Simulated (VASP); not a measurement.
Here is a VASP 6.6.1 calculation.

File INCAR:

```
PREC     = Accurate       # precision mode
ENCUT    = 450            # plane-wave cutoff, eV
EDIFF    = 1E-5           # SCF threshold, eV
ISMEAR   = 0              # smearing method
SIGMA    = 0.03           # smearing width, eV
LREAL    = Auto         
LASPH    = True           # aspherical terms in the spheres
NELM     = 120            # most SCF steps
ALGO     = Normal         # electronic algorithm
ISIF     = 2              # what is computed and relaxed
LWAVE    = False          # write WAVECAR
LCHARG   = False          # write CHGCAR
ISPIN    = 2              # spin polarisation
MAGMOM   = 1 0 0 0 0 0 0 0 0 0 0 0 0 0 0 0 0 0 0 0 0 0 0 0 0 0 0 0 0 0 0 0 # initial moments
LORBIT   = 11             # projections on sites
LMAXMIX  = 4              # l up to which the mixer works
LDAU     = True           # DFT+U
LDAUTYPE = 2            
LDAUL    = 2 -1 -1        # shell
LDAUU    = 5 0 0          # U, eV
LDAUJ    = 0 0 0        
LDAUPRINT= 1            
GGA      = PS             # functional
KPAR     = 4
```

Contents of KPOINTS:

```
Automatic mesh
0
Gamma
  3 3 2
```

POSCAR

```
Al15NiN16
1.0
    6.2200008610      0.0000000000      0.0000000000
   -3.1100004305      5.3866787572      0.0000000000
    0.0000000000      0.0000000000      9.9600000000
Ni Al N
1 15 16
Direct
    0.3333333333      0.1666666667      0.0000000000
    0.3333333333      0.1666666667      0.5000000000
    0.3333333333      0.6666666667      0.0000000000
    0.3333333333      0.6666666667      0.5000000000
    0.8333333333      0.1666666667      0.0000000000
    0.8333333333      0.1666666667      0.5000000000
    0.8333333333      0.6666666667      0.0000000000
    0.8333333333      0.6666666667      0.5000000000
    0.1666666667      0.3333333333      0.2500000000
    0.1666666667      0.3333333333      0.7500000000
    0.1666666667      0.8333333333      0.2500000000
    0.1666666667      0.8333333333      0.7500000000
    0.6666666667      0.3333333333      0.2500000000
    0.6666666667      0.3333333333      0.7500000000
    0.6666666667      0.8333333333      0.2500000000
    0.6666666667      0.8333333333      0.7500000000
    0.3333333333      0.1666666667      0.1910000000
    0.3333333333      0.1666666667      0.6910000000
    0.3333333333      0.6666666667      0.1910000000
    0.3333333333      0.6666666667      0.6910000000
    0.8333333333      0.1666666667      0.1910000000
    0.8333333333      0.1666666667      0.6910000000
    0.8333333333      0.6666666667      0.1910000000
    0.8333333333      0.6666666667      0.6910000000
    0.1666666667      0.3333333333      0.4410000000
    0.1666666667      0.3333333333      0.9410000000
    0.1666666667      0.8333333333      0.4410000000
    0.1666666667      0.8333333333      0.9410000000
    0.6666666667      0.3333333333      0.4410000000
    0.6666666667      0.3333333333      0.9410000000
    0.6666666667      0.8333333333      0.4410000000
    0.6666666667      0.8333333333      0.9410000000
```

Potentials or basis: VASP PAW PBE potentials, release 64 (Ni, Al, N).

Command:

```bash
$ cat potpaw_PBE.64/Ni/POTCAR potpaw_PBE.64/Al/POTCAR potpaw_PBE.64/N/POTCAR > POTCAR
$ mpirun -np 8 vasp_std > vasp.out
```

Task: Predict the site moments.

Result: Ni +1.87; Al +0.00, +0.01; N +0.16, +0.00, -0.00, +0.01, +0.17 μB.

Task: Estimate the band gap on the k mesh.

Result: 1.13 eV, indirect (least direct gap 1.33 eV).

Task: What does it give for the largest force?

Result: 0.462 eV/Å.

Task: Predict the net moment.

Result: 3.00 μB per cell.

Eigenvalues of the final occupation matrices:
```
    site  spin  trace               eigenvalues
site 1 d     1   5.03  0.99 0.99 1.02 1.02 1.02
site 1 d     2   3.27  0.42 0.42 0.45 0.98 0.98
```

Caveat: the PAW data sets were made with another functional, which shifts forces and pressure a little. The state reached can hang on the start; a lower one may exist.
